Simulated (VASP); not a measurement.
Level of theory: r2SCAN meta-GGA, VASP's PBE PAW potentials (set 64) (plane waves; VASP 6.6.1).

VASP input:

File POSCAR:
```
Be
1.0
  0.0000000000   1.5819607263   1.5819607263
  1.5819607263   0.0000000000   1.5819607263
  1.5819607263   1.5819607263   0.0000000000
Be
1
direct
  0.0000000000   0.0000000000   0.0000000000
```

File KPOINTS:
```
kpoints
0
G
  18 18 18
```

### INCAR
```
# general
SYSTEM =Be
PREC   =Accurate
ENCUT  =400
LREAL  =.False.
LASPH  =.True.

# electronic loop
EDIFF  =1E-6
NELM   =100
ALGO   =Normal
LMIXTAU=.True.

# smearing
ISMEAR =1
SIGMA  =0.1

# functional
METAGGA=R2SCAN

# ions
IBRION =2
NSW    =60
ISIF   =3
EDIFFG =-0.01

# output
LWAVE  =.False.
LCHARG =.False.
```

POTCAR, in this order: Be (PBE.64 set). Program: vasp_std.

Problem. What does the run give for the energy per atom (σ→0), band gap (on the k-mesh)?

Solution. 
```
Property                                                     Value
------------------------  ----------------------------------------
energy per atom (σ→0)                               -4.255 eV/atom
band gap (on the k-mesh)  none (metal, semimetal or under 0.01 eV)
```

### OSZICAR
```
...
DAV:   6    -0.424620000504E+01    0.14467E+00   -0.63876E-02  1990   0.198E+00    0.504E-01
DAV:   7    -0.426830327463E+01   -0.22103E-01   -0.22508E-02  1990   0.108E+00    0.240E-01
DAV:   8    -0.425541381091E+01    0.12889E-01   -0.70157E-03  2000   0.570E-01    0.134E-02
DAV:   9    -0.425541116712E+01    0.26438E-05   -0.47711E-05  2605   0.658E-02    0.109E-02
DAV:  10    -0.425539215170E+01    0.19015E-04   -0.17634E-05  1995   0.341E-02    0.517E-03
DAV:  11    -0.425533626256E+01    0.55889E-04   -0.21389E-05  2000   0.279E-02    0.269E-04
DAV:  12    -0.425533534993E+01    0.91263E-06   -0.23600E-07  1205   0.477E-03
   1 F= -.42553353E+01 E0= -.42553491E+01  d E =-.425534E+01
```

The structure was generated: Be was put into the fcc type (Fm-3m), which need not be its known phase. It was relaxed first. The start is the result of an earlier pass.
